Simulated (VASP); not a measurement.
A convergence study with VASP on Au (fcc): a few settings are varied, all else stays as given below, so the limit is that of these other settings. The cell's lengths are 1 % over those of the tabulated start, so it is off equilibrium.

```yaml
crystal:
  lattice:
    - [0.00000, 2.06040, 2.06040]
    - [2.06040, 0.00000, 2.06040]
    - [2.06040, 2.06040, 0.00000]
  atoms:
    - { symbol: Au, position: [0.00000, 0.00000, 0.00000] }
```

The numbers are results of PBEsol GGA, VASP's PBE PAW potentials (set 64) (plane waves; VASP), not measurements. The last row used: ADDGRID = .TRUE., 500 eV cut-off, 17×17×17 Γ-centred mesh, first-order Methfessel-Paxton smearing of 0.10 eV, potentials Au.

| setting | E (eV/atom) | pressure (GPa) | plane waves |
|---|---|---|---|
| ADDGRID = unset, ENCUT = 200, PREC = Low | -3.8392 | -31.37 | 125 |
| ADDGRID = unset, ENCUT = 200, PREC = Normal | -3.8384 | -31.36 | 125 |
| ADDGRID = .TRUE., ENCUT = 200, PREC = Normal | -3.8384 | -31.36 | 125 |
| ADDGRID = .TRUE., ENCUT = 200, PREC = Accurate | -3.8289 | -31.27 | 125 |
| ADDGRID = unset, ENCUT = 300, PREC = Low | -3.9237 | -5.44 | 216 |
| ADDGRID = unset, ENCUT = 300, PREC = Normal | -3.9228 | -5.43 | 216 |
| ADDGRID = .TRUE., ENCUT = 300, PREC = Normal | -3.9228 | -5.43 | 216 |
| ADDGRID = .TRUE., ENCUT = 300, PREC = Accurate | -3.9227 | -5.46 | 216 |
| ADDGRID = unset, ENCUT = 400, PREC = Low | -3.9160 | -4.77 | 331 |
| ADDGRID = unset, ENCUT = 400, PREC = Normal | -3.9150 | -4.78 | 331 |
| ADDGRID = .TRUE., ENCUT = 400, PREC = Normal | -3.9150 | -4.77 | 331 |
| ADDGRID = .TRUE., ENCUT = 400, PREC = Accurate | -3.9150 | -4.78 | 331 |
| ADDGRID = unset, ENCUT = 500, PREC = Low | -3.9155 | -4.81 | 459 |
| ADDGRID = unset, ENCUT = 500, PREC = Normal | -3.9150 | -4.81 | 459 |
| ADDGRID = .TRUE., ENCUT = 500, PREC = Normal | -3.9150 | -4.81 | 459 |
| ADDGRID = .TRUE., ENCUT = 500, PREC = Accurate | -3.9150 | -4.81 | 459 |

Left out are rungs that failed or repeat a setting and relaxations that didn't move; long series are thinned to 24 rows.

The compound is Au in the fcc structure. The cell was not relaxed at this level.
